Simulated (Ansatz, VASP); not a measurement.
## One calculation of BC7, two programs

File INCAR:

```
SYSTEM = BC7
PREC     = Accurate       ! precision mode
ENCUT    = 520            ! plane-wave cutoff, eV
EDIFF    = 1E-6           ! SCF threshold, eV
ISMEAR   = -1             ! smearing method
SIGMA    = 0.05           ! smearing width, eV
LREAL    = .FALSE.        ! projectors in reciprocal space
LASPH    = .TRUE.         ! aspherical terms in the spheres
NELM     = 80             ! most SCF steps
ALGO     = Normal         ! electronic algorithm
ISIF     = 2              ! what is computed and relaxed
LWAVE    = .FALSE.        ! write WAVECAR
LCHARG   = .FALSE.        ! write CHGCAR
GGA      = PE             ! functional
NBANDS   = 26             ! bands
```

Contents of KPOINTS:

```
Automatic mesh
0
G
  10 10 4
  0 0 0
```

File POSCAR:

```
BC7
1.0
    2.5183650000      0.0000000000      0.0000000000
    0.0000000000      2.5183650000      0.0000000000
    0.0000000000      0.0000000000      7.4943010000
C B
7 1
Direct
    0.5000000000      0.5000000000      0.7579230000
    0.5000000000      0.5000000000      0.2420770000
    0.5000000000      0.0000000000      0.3576550000
    0.0000000000      0.5000000000      0.6423450000
    0.5000000000      0.0000000000      0.8809050000
    0.0000000000      0.5000000000      0.1190950000
    0.0000000000      0.0000000000      0.0000000000
    0.0000000000      0.0000000000      0.5000000000
```

input.yaml

```yaml
crystal:
  lattice:
    - [2.518365, 0.0, 0.0]
    - [0.0, 2.518365, 0.0]
    - [0.0, 0.0, 7.494301]
  atoms:
    - { symbol: C, position: [0.5, 0.5, 0.757923] }
    - { symbol: C, position: [0.5, 0.5, 0.242077] }
    - { symbol: C, position: [0.5, 0.0, 0.357655] }
    - { symbol: C, position: [0.0, 0.5, 0.642345] }
    - { symbol: C, position: [0.5, 0.0, 0.880905] }
    - { symbol: C, position: [0.0, 0.5, 0.119095] }
    - { symbol: C, position: [0.0, 0.0, 0.0] }
    - { symbol: B, position: [0.0, 0.0, 0.5] }
hamiltonian:
  xc: pbe
  pseudopotentials: { kind: paw }
kpoints:
  mp_grid: { grid: [10, 10, 4] }
scf:
  occupations: { method: fermi_dirac, width: 0.05 }
output:
  forces: true
  stress: true
  eigenvalues: true
```

The cell comes from a database or a generator and needn't be the stable form of this composition.

Alike in both runs: task single point; functional PBE; k mesh 10 × 10 × 4; occupations fermi-dirac, width 0.05 eV; no spin polarisation.

|  | VASP | Ansatz |
| --- | --- | --- |
| version | VASP 6.6.1 | Ansatz 0.2.0 |
| potentials or method | VASP PAW PBE potentials, release 64 (C, B) | Ansatz PAW |
| plane-wave cutoff (eV) | 520 | 420 |
| valence electrons in the cell | 31 | 31 |

```tsv
	VASP	Ansatz	Ansatz less VASP
gap on the k mesh at the Fermi level (eV)	none	none	-
pressure (GPa)	-0.4	-0.9	-0.55
largest component of the traceless stress (GPa)	0.72	0.71	-0.006
rms of the force components (eV/Å)	0.019	0.025	+0.0061
```

Atom by atom the forces differ by 0.007 eV/Å (rms over components). A gap of «none» marks a metal or a gap that the smearing closes. With one functional, cell and mesh, what is left measures potentials, basis and numerics.

Caveats: the pressure holds a Pulay correction of +0.9 GPa for the finite cutoff (Ansatz).
